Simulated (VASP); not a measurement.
Si11WC12 (a cell with a defect): single point with PBEsol

Crystal: Si11WC12 (a cell with a defect).

```xyz
24
Lattice="0.0000 6.5370 6.5370 4.3580 0.0000 4.3580 4.3580 4.3580 0.0000" Properties=species:S:1:pos:R:3 pbc="T T T"
W     0.0155    6.5259    6.5257
Si    6.5355    8.7246   10.8690
Si    6.5350   10.8709    8.7243
Si    4.3878    8.7235    8.7221
Si    8.7007    6.5656    6.5610
Si    6.5017    4.3929    6.5704
Si    6.5024    6.5738    4.3884
Si    4.3549    4.3708    4.3665
Si    8.6906    8.7072    8.7013
Si    6.5702    6.5564    8.6892
Si    2.2127    4.3376    6.5496
Si    4.3524    6.5472    6.5419
C     1.1262    1.1481    1.1466
C     3.2068    3.2451    1.1523
C     3.2084    1.1531    3.2440
C     5.4428    3.2782    3.2771
C     1.0727    3.2840    3.2802
C     3.2798    5.4523    3.2643
C     3.2798    3.2685    5.4471
C     5.4366    5.4592    5.4552
C     1.1611    5.3881    5.3814
C     3.2652    7.6358    5.4543
C     3.2643    5.4599    7.6305
C     5.4489    7.6345    7.6279
```

```
Program             : VASP 6.6.1
Task                : single point
Functional          : PBEsol
Potentials or basis : VASP PAW PBE potentials, release 64 (W_sv, Si, C)
Cutoff              : 450 eV
k mesh              : 2 × 3 × 3
Occupations         : gaussian, width 0.03 eV
Spin                : collinear spin, ferromagnetic start
Starting moments    : [1.0, 0.0, 0.0, 0.0, 0.0, 0.0, 0.0, 0.0, 0.0, 0.0, 0.0, 0.0, 0.0, 0.0, 0.0, 0.0, 0.0, 0.0, 0.0, 0.0, 0.0, 0.0, 0.0, 0.0] μB
Fixed moment        : 1 μB
```

The largest force is 0.174 eV/Å and the net moment is 1.00 μB per cell. The site moments are W +0.54; Si +0.02, +0.01, +0.00; C -0.00, -0.01, +0.00, +0.01 μB and the valence electrons inside the program's atomic spheres are W 12.35; Si 1.67, 1.68; C 2.54, 2.53.

Forces in eV/Å, atoms in the order of the input:
```
W    0.002  0.003 -0.011
Si  -0.003  0.015 -0.032
Si   0.006 -0.033 -0.009
Si   0.010  0.012 -0.004
Si  -0.008 -0.002  0.004
Si   0.009  0.004 -0.004
Si  -0.003 -0.004  0.012
Si   0.009  0.006  0.005
Si  -0.011 -0.006  0.005
Si  -0.003  0.014  0.013
Si  -0.015  0.003  0.022
Si  -0.009  0.001  0.001
C   -0.092 -0.101 -0.104
C    0.091  0.092 -0.087
C    0.081 -0.084  0.090
C   -0.001  0.013  0.003
C    0.021  0.001 -0.004
C   -0.005 -0.006 -0.002
C   -0.006  0.004  0.005
C   -0.004  0.007  0.002
C   -0.089  0.100  0.111
C    0.002 -0.014 -0.010
C    0.013 -0.012 -0.007
C    0.005 -0.010  0.002
```

It took 3.9 min on 4 MPI ranks on Intel(R) Xeon(R) Platinum 8488C (Sapphire Rapids), on a shared host, peak memory 0.6 GiB a rank.

Caveat: the k mesh is coarse (spacing up to 0.42 Å⁻¹), so the values aren't converged; the cell is charged against a uniform background, so pressure and absolute levels hang on convention; the PAW data sets were made with another functional, which shifts forces and pressure a little; the total moment is fixed, so each spin has its own Fermi level. Spin-orbit coupling is left out, which matters for the levels of W.
